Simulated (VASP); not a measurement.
# RbW (P-6m2) in VASP: further runs

Aim: see how the results for RbW move with the level of theory and the settings. Levels: r2SCAN, TPSS, r2SCAN+rVV10. Tasks: relaxation of cell and atoms.

Program: VASP 6.6.1. These are calculated values, not measurements. Logs are shortened: lines on timing, memory, paths and dates and some standing lists are left out, and cuts for length are marked.

### 1 Starting point

Symmetry: P-6m2, No. 187, hexagonal system. Conventional cell: a = 3.547 Å, b = 3.547 Å, c = 5.494 Å, α = 90.00°, β = 90.00°, γ = 120.00°. Rb (site symmetry -6m2) is surrounded by 6 W at 3.43 Å and 6 Rb at 3.55 Å. W (site symmetry -6m2) has 6 Rb at 3.43 Å and 6 W at 3.55 Å as nearest neighbours.

The cell was built by a generator and needn't be a form met in nature.

### 2 Relaxation of cell and atoms, r2SCAN

Input file INCAR:

```
PREC = Accurate
ENCUT = 600
EDIFF = 1E-7
ISMEAR = 1
SIGMA = 0.1
LREAL = F
LASPH = T
NELM = 60
ALGO = Normal
ISIF = 3
LWAVE = F
LCHARG = F
METAGGA = R2SCAN
LMIXTAU = T
IBRION = 2
NSW = 40
EDIFFG = -0.01
```

Input file KPOINTS:

```
Automatic mesh
0
Gamma
  9 9 5
```

Input file POSCAR:

```
RbW
1.0
    3.5466225900      0.0000000000      0.0000000000
   -1.7733112900      3.0714652600      0.0000000000
    0.0000000000      0.0000000000      5.4941446400
Rb W
1 1
Direct
    0.0000000000      0.0000000000      0.5000000000
    0.6666666700      0.3333333300      0.0000000000
```

Potentials or basis: VASP PAW PBE potentials, release 64 (Rb_sv, W_sv).

Launch:

```
$ cat potpaw_PBE.64/Rb_sv/POTCAR potpaw_PBE.64/W_sv/POTCAR > POTCAR
$ mpirun -np 1 vasp_std > vasp.out
```

OUTCAR:

```text
PREC = Accurate
   ENCUT = 600
   EDIFF = 1E-7
   ISMEAR = 1
   LREAL = F
   LASPH = T
   NELM = 60
   ISIF = 3
   METAGGA = R2SCAN
   IBRION = 2
   NSW = 40
   EDIFFG = -0.01

 ion  position               nearest neighbor table
   1  0.000  0.000  0.500-   2 3.43   2 3.43   2 3.43   2 3.43   2 3.43   2 3.43
   2  0.667  0.333  0.000-   1 3.43   1 3.43   1 3.43   1 3.43   1 3.43   1 3.43

  LATTYP: Found a hexagonal cell.
 ALAT       =     3.5466225900
 C/A-ratio  =     1.5491201842

  Lattice vectors:

 A1 = (   3.5466225900,   0.0000000000,   0.0000000000)
 A2 = (  -1.7733112900,   3.0714652600,   0.0000000000)
 A3 = (   0.0000000000,   0.0000000000,   5.4941446400)

Analysis of symmetry for initial positions (statically):
=====================================================================
 Subroutine PRICEL returns:
 Original cell was already a primitive cell.

 Routine SETGRP: Setting up the symmetry group for a
 hexagonal supercell.

 Subroutine GETGRP returns: Found 12 space group operations
 (whereof 12 operations were pure point group operations)
 out of a pool of 24 trial point group operations.

The static configuration has the point symmetry D_3h.

Analysis of symmetry for dynamics (positions and initial velocities):
=====================================================================
 Subroutine PRICEL returns:
 Original cell was already a primitive cell.

 Routine SETGRP: Setting up the symmetry group for a
 hexagonal supercell.

 Subroutine GETGRP returns: Found 12 space group operations
 (whereof 12 operations were pure point group operations)
 out of a pool of 24 trial point group operations.

The dynamic configuration has the point symmetry D_3h.

 Subroutine INISYM returns: Found 12 space group operations
 (whereof 12 operations are pure point group operations),
 and found     1 'primitive' translations

----------------------------------------------------------------------------------------

                                     Primitive cell

  volume of cell :      59.8495

  direct lattice vectors                    reciprocal lattice vectors
     3.546622590  0.000000000  0.000000000     0.281958391  0.162788753  0.000000000
    -1.773311290  3.071465260  0.000000000     0.000000000  0.325577506  0.000000000
     0.000000000  0.000000000  5.494144640     0.000000000  0.000000000  0.182011954

  length of vectors
     3.546622590  3.546622587  5.494144640     0.325577506  0.325577506  0.182011954

  position of ions in fractional coordinates (direct lattice)
     0.000000000  0.000000000  0.500000000
     0.666666670  0.333333330  0.000000000

  ion indices of the primitive-cell ions
   primitive index   ion index
                 1           1
[... 86 lines left out ...]
   EMIN   =  10.00;   EMAX   =-10.00  energy-range for DOS
   EFERMI =   0.00;   METHOD = LEGACY
   ISMEAR =     1;   SIGMA  =   0.10  broadening in eV -4-tet -1-fermi 0-gaus
   EFERMI_NEDOS =   21; number of points for ismear=-14 and -15
   IALGO  =     38    algorithm
   IMIX   =      4    mixing-type and parameters
     AMIX     =   0.40;   BMIX     =  1.00
     AMIX_MAG =   1.60;   BMIX_MAG =  1.00
  volume/ion in A,a.u.               =      29.92       201.94
  Fermi-wavevector in a.u.,A,eV,Ry     =   1.190229  2.249207 19.274629  1.416645
  Thomas-Fermi vector in A             =   2.326318
   LORBIT       =      0    0 simple, 1 ext, 2 COOP (PROOUT), +10 PAW based schemes
   METAGGA = R2SCAN    functional components
   LHFCALC =     F    Hartree Fock is set to
   AEXX    =    0.0000 exact exchange contribution
   IVDW    =     0    specifies the selected vdW correction
   LEPSILON=     F    determine dielectric tensor
   LRPA    =     F    only Hartree local field effects (RPA)
 conjugate gradient relaxation of ions
 non-spin polarized calculation
 Methfessel and Paxton  Order N= 1 SIGMA  =   0.10
  energy-cutoff  :      600.00
  volume of cell :       59.85
 maximum number of plane-waves:      2019
   NGX = 15   NGY = 15   NGZ = 21

--------------------------------------- Ionic step        1  -------------------------------------------

 number of electron      23.0000000 magnetization

 Free energy of the ion-electron system (eV)
  ---------------------------------------------------
  ext. energy  EPLUGINS =         0.00000000
  ---------------------------------------------------
  free energy    TOTEN  =       -59.22557667 eV

  energy without entropy =      -59.22251856  energy(sigma->0) =      -59.22455730

 E-fermi :   3.3129     XC(G=0): -10.2114

 val. band max:        3.2961114606   @ k =   0.3333   0.1111   0.2000
 cond. band min:       3.3231902618   @ k =   0.3333   0.0000   0.2000
 fundamental gap:      0.0270788012
 Fermi energy:         3.3128930307

 k-point     1 :       0.0000    0.0000    0.0000
  band No.  band energies     occupation
      1     -72.6535      2.00000
      2     -36.1251      2.00000
      3     -36.1251      2.00000
      4     -36.0201      2.00000
      5     -25.1285      2.00000
      6      -8.7570      2.00000
      7      -8.0211      2.00000
      8      -8.0211      2.00000
      9      -1.6353      2.00000
     10       2.1379      2.00000
     11       3.4491     -0.06612
     12       3.4491     -0.06612
     13       4.6106     -0.00000
     14       4.6106     -0.00000
[... 516 lines left out ...]
  FREE ENERGIE OF THE ION-ELECTRON SYSTEM (eV)
  ---------------------------------------------------
  free  energy   TOTEN  =       -61.1958640548 eV

  energy  without entropy=      -61.1953482711  energy(sigma->0) =      -61.19569213

[... ionic steps 4 to 7 ...]

--------------------------------------- Ionic step        8  -------------------------------------------

 number of electron      23.0000001 magnetization

------------------------ aborting loop because EDIFF is reached ----------------------------------------
[... 67 lines left out ...]
--------------------------------------- Ionic step       10  -------------------------------------------

 number of electron      23.0000001 magnetization

 Free energy of the ion-electron system (eV)
  ---------------------------------------------------
  ext. energy  EPLUGINS =         0.00000000
  ---------------------------------------------------
  free energy    TOTEN  =       -61.31552176 eV

  energy without entropy =      -61.31658730  energy(sigma->0) =      -61.31587694

 E-fermi :   5.5079     XC(G=0): -11.3783

 val. band max:        5.4477645382   @ k =   0.2222   0.2222   0.0000
 cond. band min:       5.5417192640   @ k =   0.4444   0.1111   0.0000
 fundamental gap:      0.0939547258
 Fermi energy:         5.5079247935

 k-point     1 :       0.0000    0.0000    0.0000
  band No.  band energies     occupation
      1     -70.2248      2.00000
      2     -33.7927      2.00000
      3     -33.2893      2.00000
      4     -33.2893      2.00000
      5     -25.9430      2.00000
      6      -9.0072      2.00000
      7      -6.4100      2.00000
      8      -6.4100      2.00000
      9      -1.2134      2.00000
     10       3.2860      2.00000
     11       5.7120     -0.01398
     12       5.7120     -0.01398
     13       6.1166     -0.00000
     14       7.8645      0.00000
[... 444 lines left out ...]
  FREE ENERGIE OF THE ION-ELECTRON SYSTEM (eV)
  ---------------------------------------------------
  free  energy   TOTEN  =       -61.3155217599 eV

  energy  without entropy=      -61.3165872966  energy(sigma->0) =      -61.31587694

 reached required accuracy - stopping structural energy minimisation
```

CONTCAR:

```text
RbW
   1.00000000000000
     2.9110147963033528   -0.0000000010775422    0.0000000000000000
    -1.4555073949809305    2.5210127646721969   -0.0000000000000000
     0.0000000000000000   -0.0000000000000000    6.5314603217209486
  Rb              W
     1     1
Direct
     0.0000000000000000    0.0000000000000000    0.5000000000000000
     0.6666666699999979    0.3333333300000021    0.0000000000000000

  0.00000000E+00  0.00000000E+00  0.00000000E+00
  0.00000000E+00  0.00000000E+00  0.00000000E+00
```

It took 10 min on 1 thread of Intel Xeon 6975P-C (Granite Rapids), shared host; peak memory 0.23 GiB.

What came out:

| Item | Value |
| --- | --- |
| Free energy | -61.3155 eV |
| Relaxed volume | 23.97 Å³/atom |
| Relaxed cell | a = 2.911 Å, b = 2.911 Å, c = 6.531 Å, α = 90.00°, β = 90.00°, γ = 120.00° |
| Space group after relaxing (to 0.05 Å) | P-6m2 (No. 187) |
| Energy gained by relaxing | 1045.0 meV/atom |
| Ionic steps | 10 |
| Pressure after relaxing | 0.0 GPa |
| Band gap on the k mesh | none (metal or under the smearing width) |

Step by step:
| step | energy change (eV) | largest force (eV/Å) | pressure (GPa) | volume (Å³) |
| --- | --- | --- | --- | --- |
| 1 | 0.0000 | 0.0000 | -7.47 | 59.85 |
| 2 | -1.8090 | 0.0000 | -1.49 | 47.63 |
| 3 | -1.9703 | 0.0000 | 7.56 | 43.74 |
| 4 | -1.9775 | 0.0000 | 5.80 | 44.29 |
| 5 | -2.0825 | 0.0000 | -0.53 | 48.66 |
| 6 | -2.0893 | 0.0000 | 0.52 | 47.70 |
| 7 | -2.0892 | 0.0000 | 0.61 | 47.64 |
| 8 | -2.0889 | 0.0000 | -0.49 | 48.12 |
| 9 | -2.0899 | 0.0000 | 0.10 | 47.86 |
| 10 | -2.0899 | 0.0000 | 0.00 | 47.93 |

Final structure:
```
Rb W
1.0
     2.91101    0.00000    0.00000
    -1.45551    2.52101    0.00000
     0.00000    0.00000    6.53146
Rb W
1 1
Direct
  0.00000 0.00000 0.50000
  0.66667 0.33333 0.00000
```

Caveat: the volume moved by over 15 % at a fixed basis, so the end points are rough; the PAW data sets were made with another functional, which shifts forces and pressure a little. Spin-orbit coupling is left out, which matters for the levels of W.

### 3 Relaxation of cell and atoms, TPSS

Input file INCAR:

```
SYSTEM = RbW
PREC = Accurate ; ENCUT = 600
EDIFF = 1E-7 ; ISMEAR = 1
SIGMA = 0.1 ; LREAL = .False.
LASPH = .True. ; NELM = 80
ALGO = Normal ; ISIF = 3
LWAVE = .False. ; LCHARG = .False.
METAGGA = TPSS ; LMIXTAU = .True.
IBRION = 2 ; NSW = 60
EDIFFG = -0.02
```

Input file KPOINTS:

```
Automatic mesh
0
Gamma
  9 9 5
  0 0 0
```

POSCAR is that of step 2.

Potentials or basis: VASP PAW PBE potentials, release 64 (Rb_sv, W_sv).

Launch:

```
$ cat potpaw_PBE.64/Rb_sv/POTCAR potpaw_PBE.64/W_sv/POTCAR > POTCAR
$ mpirun -np 1 vasp_std > vasp.out
```

OUTCAR:

```text
SYSTEM = RbW
   PREC = Accurate
   ENCUT = 600
   EDIFF = 1E-7
   ISMEAR = 1
   LREAL = .False.
   LASPH = .True.
   NELM = 80
   ISIF = 3
   METAGGA = TPSS
   IBRION = 2
   NSW = 60
   EDIFFG = -0.02

 ion  position               nearest neighbor table
   1  0.000  0.000  0.500-   2 3.43   2 3.43   2 3.43   2 3.43   2 3.43   2 3.43
   2  0.667  0.333  0.000-   1 3.43   1 3.43   1 3.43   1 3.43   1 3.43   1 3.43

  LATTYP: Found a hexagonal cell.
 ALAT       =     3.5466225900
 C/A-ratio  =     1.5491201842

  Lattice vectors:

 A1 = (   3.5466225900,   0.0000000000,   0.0000000000)
 A2 = (  -1.7733112900,   3.0714652600,   0.0000000000)
 A3 = (   0.0000000000,   0.0000000000,   5.4941446400)

Analysis of symmetry for initial positions (statically):
=====================================================================
[... 726 lines left out ...]

------------------------ aborting loop because EDIFF is reached ----------------------------------------
[... 67 lines left out ...]
--------------------------------------- Ionic step       10  -------------------------------------------

 number of electron      22.9999999 magnetization

 Free energy of the ion-electron system (eV)
  ---------------------------------------------------
  ext. energy  EPLUGINS =         0.00000000
  ---------------------------------------------------
  free energy    TOTEN  =       -19.89133571 eV

  energy without entropy =      -19.89124769  energy(sigma->0) =      -19.89130637

 E-fermi :   5.5494     XC(G=0): -10.9283

 val. band max:        5.5182510262   @ k =   0.2222   0.2222   0.0000
 cond. band min:       5.5607894150   @ k =   0.4444   0.1111   0.0000
 fundamental gap:      0.0425383887
 Fermi energy:         5.5493780926

 k-point     1 :       0.0000    0.0000    0.0000
  band No.  band energies     occupation
      1     -68.6791      2.00000
      2     -32.8336      2.00000
      3     -32.3719      2.00000
      4     -32.3719      2.00000
      5     -24.8709      2.00000
      6      -8.3683      2.00000
      7      -5.7225      2.00000
      8      -5.7225      2.00000
      9      -0.8022      2.00000
     10       3.4306      2.00000
     11       5.6785     -0.06968
     12       5.6785     -0.06968
     13       6.3701     -0.00000
     14       7.7006      0.00000
[... 444 lines left out ...]
  FREE ENERGIE OF THE ION-ELECTRON SYSTEM (eV)
  ---------------------------------------------------
  free  energy   TOTEN  =       -19.8913357062 eV

  energy  without entropy=      -19.8912476889  energy(sigma->0) =      -19.89130637

 reached required accuracy - stopping structural energy minimisation
```

CONTCAR:

```text
RbW
   1.00000000000000
     2.9151601941059706   -0.0000000010720076   -0.0000000000000000
    -1.4575800938716017    2.5246027844735117    0.0000000000000000
     0.0000000000000000   -0.0000000000000000    6.4456075549126126
  Rb              W
     1     1
Direct
     0.0000000000000000    0.0000000000000000    0.5000000000000000
     0.6666666699999979    0.3333333300000021    0.0000000000000000

  0.00000000E+00  0.00000000E+00  0.00000000E+00
  0.00000000E+00  0.00000000E+00  0.00000000E+00
```

It took 11 min on 1 thread of Intel Xeon 6975P-C (Granite Rapids), shared host; peak memory 0.23 GiB.

What came out:

| Item | Value |
| --- | --- |
| Free energy | -19.8913 eV |
| Relaxed volume | 23.72 Å³/atom |
| Relaxed cell | a = 2.915 Å, b = 2.915 Å, c = 6.446 Å, α = 90.00°, β = 90.00°, γ = 120.00° |
| Space group after relaxing (to 0.05 Å) | P-6m2 (No. 187) |
| Energy gained by relaxing | 997.3 meV/atom |
| Ionic steps | 10 |
| Pressure after relaxing | 0.0 GPa |
| Band gap on the k mesh | none (metal or under the smearing width) |

Stress tensor (GPa, compression positive):
```
-0.02  0.00  0.00
 0.00 -0.02  0.00
 0.00  0.00 -0.10
```

The path:
```csv
step,energy change (eV),largest force (eV/Å),pressure (GPa),volume (Å³)
1,0.0000,0.0000,-7.85,59.85
2,-1.7559,0.0000,-1.72,47.17
3,-1.8987,0.0000,6.30,43.61
4,-1.9016,0.0000,5.38,43.93
5,-1.9886,0.0000,-0.19,47.79
6,-1.9932,0.0000,0.90,46.91
7,-1.9936,0.0000,0.69,47.08
8,-1.9935,0.0000,0.60,47.14
9,-1.9935,0.0000,-0.69,47.74
10,-1.9946,0.0000,-0.05,47.44
```

Final structure:
```yaml
crystal:
  lattice:
    - [2.91516, 0.00000, 0.00000]
    - [-1.45758, 2.52460, 0.00000]
    - [0.00000, 0.00000, 6.44561]
  atoms:
    - { symbol: Rb, position: [0.00000, 0.00000, 0.50000] }
    - { symbol: W, position: [0.66667, 0.33333, 0.00000] }
```

Caveat: the volume moved by over 15 % at a fixed basis, so the end points are rough; the PAW data sets were made with another functional, which shifts forces and pressure a little.

### 4 Relaxation of cell and atoms, r2SCAN+rVV10

Input file INCAR:

```
ALGO = Normal
BPARAM = 11.95
CPARAM = 0.0093
EDIFF = 1E-7
EDIFFG = -0.005
ENCUT = 600
IBRION = 2
ISIF = 3
ISMEAR = 1
IVDW_NL = 2
LASPH = True
LCHARG = False
LMIXTAU = True
LREAL = False
LUSE_VDW = True
LWAVE = False
METAGGA = R2SCAN
NELM = 80
NSW = 40
PREC = Accurate
SIGMA = 0.1
```

Input file KPOINTS:

```
k-points
0
Gamma
  9 9 5
```

POSCAR is that of step 3.

Launch:

```
$ cat potpaw_PBE.64/Rb_sv/POTCAR potpaw_PBE.64/W_sv/POTCAR > POTCAR
$ mpirun -np 1 vasp_std > vasp.out
```

It took 16 min on 1 thread of Intel Xeon 6975P-C (Granite Rapids), shared host; peak memory 0.37 GiB.

It converged, with:

```
Free energy                            : -60.8491 eV
Relaxed volume                         : 23.68 Å³/atom
Relaxed cell                           : a = 2.901 Å, b = 2.901 Å, c = 6.495 Å, α = 90.00°, β = 90.00°, γ = 120.00°
Space group after relaxing (to 0.05 Å) : P-6m2 (No. 187)
Energy gained by relaxing              : 1080.0 meV/atom
Ionic steps                            : 10
Pressure after relaxing                : 0.0 GPa
Band gap on the k mesh                 : none (metal or under the smearing width)
```

Step by step:
```tsv
step	energy change (eV)	largest force (eV/Å)	pressure (GPa)	volume (Å³)
1	0.0000	0.0000	-8.25	59.85
2	-1.8973	0.0000	-0.81	46.55
3	-2.0243	0.0000	7.78	43.13
4	-2.0289	0.0000	6.42	43.54
5	-2.1461	0.0000	0.21	47.82
6	-2.1565	0.0000	1.36	46.75
7	-2.1549	0.0000	-1.36	47.97
8	-2.1600	0.0000	0.07	47.30
9	-2.1600	0.0000	0.10	47.29
10	-2.1601	0.0000	0.01	47.35
```

Final structure:
```
Rb W
1.0
     2.90148    0.00000    0.00000
    -1.45074    2.51275    0.00000
     0.00000    0.00000    6.49510
Rb W
1 1
Direct
  0.00000 0.00000 0.50000
  0.66667 0.33333 0.00000
```

Levels at points of the mesh, in eV from the Fermi level:
| k point | band 7 | band 8 | band 9 | band 10 | band 11 | band 12 | band 13 | band 14 | band 15 |
| --- | --- | --- | --- | --- | --- | --- | --- | --- | --- |
| (0.00, 0.00, 0.00) | -11.80 | -11.80 | -6.77 | -2.24 | 0.20 | 0.20 | 0.65 | 2.42 | 3.18 |

Caveat: the volume moved by over 15 % at a fixed basis, so the end points are rough; the PAW data sets were made with another functional, which shifts forces and pressure a little.

### 5 Overview

| level | gap on the mesh (eV) | pressure (GPa) | relaxed volume (Å³/atom) |
| --- | --- | --- | --- |
| r2SCAN | none | 0.0 | 23.97 |
| TPSS | none | 0.0 | 23.72 |
| r2SCAN+rVV10 | none | 0.0 | 23.68 |

Alike in all rows: task relaxation of cell and atoms; potentials or basis VASP PAW PBE potentials, release 64 (Rb_sv, W_sv); no spin polarisation; cell relaxed; k mesh 9 × 9 × 5; cutoff (eV) 600; smearing methfessel-paxton 0.1 eV.

Caveats: the volume moved by over 15 % at a fixed basis, so the end points are rough; the PAW data sets were made with another functional, which shifts forces and pressure a little.

Total energies depend on the potentials used, so only differences within one code and one set of settings carry meaning.
